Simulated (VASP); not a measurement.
An input for Ansatz (written as the equivalent of a VASP run, and not itself run):

Ansatz 0.2 input:
```yaml
crystal:
  lattice:
    - [2.8399615, 0.0000000, 0.0000000]
    - [0.0000000, 2.8399615, 0.0000000]
    - [0.0000000, 0.0000000, 2.8399615]
  atoms:
    - { symbol: Sr, position: [0.0000000, 0.0000000, 0.0000000] }
    - { symbol: O, position: [0.5000000, 0.5000000, 0.5000000] }
kpoints:
  mp_grid: { grid: [9, 9, 9] }
hamiltonian:
  xc: pbesol
  pseudopotentials: { kind: paw }
scf:
  occupations: { method: gaussian, width: 0.05 }
  max_iter: 100
relax:
  max_steps: 40
  f_tol: 0.02
  cell: { p_target: 45 }
output: { forces: true, stress: true, eigenvalues: true }
```

Write the VASP files for the same calculation (PBEsol).

Several could match; the one computed here: 
### KPOINTS
```
kpoints
0
gamma
  9 9 9
0 0 0
```

**POSCAR**
```
SrO
1
    2.8399615001    -0.0000000000    -0.0000000000
   -0.0000000000     2.8399615001    -0.0000000000
    0.0000000000     0.0000000000     2.8399615001
Sr O
1 1
Direct
  0.0000000000   0.0000000000   0.0000000000
  0.5000000000   0.5000000000   0.5000000000
```

### INCAR
```
SYSTEM = SrO
PREC = Accurate
ENCUT = 620
EDIFF = 1E-6
NELM = 100
ALGO = Normal
LREAL = .FALSE.
LASPH = .TRUE.
ISMEAR = 0
SIGMA = 0.05
GGA = PS
LMAXMIX = 4
LWAVE = .FALSE.
LCHARG = .FALSE.
IBRION = 2
ISIF = 3
NSW = 40
EDIFFG = -0.02
PSTRESS = 450
```

POTCAR, in this order: Sr_sv O (PBE.64 set). Program: vasp_std.

The two are equivalent in intent, not identical: each code has its own PAW files, so the cut-off isn't converted (ENCUT is set for VASP's; basis.ecutwfc is left out, and Ansatz then takes the one that its files recommend); Ansatz stops its SCF on the density residual and VASP on the energy change (EDIFF).

The structure was generated: SrO was put into the CsCl type type (Pm-3m), which need not be its known phase. It was relaxed first under an external pressure of 45 GPa.
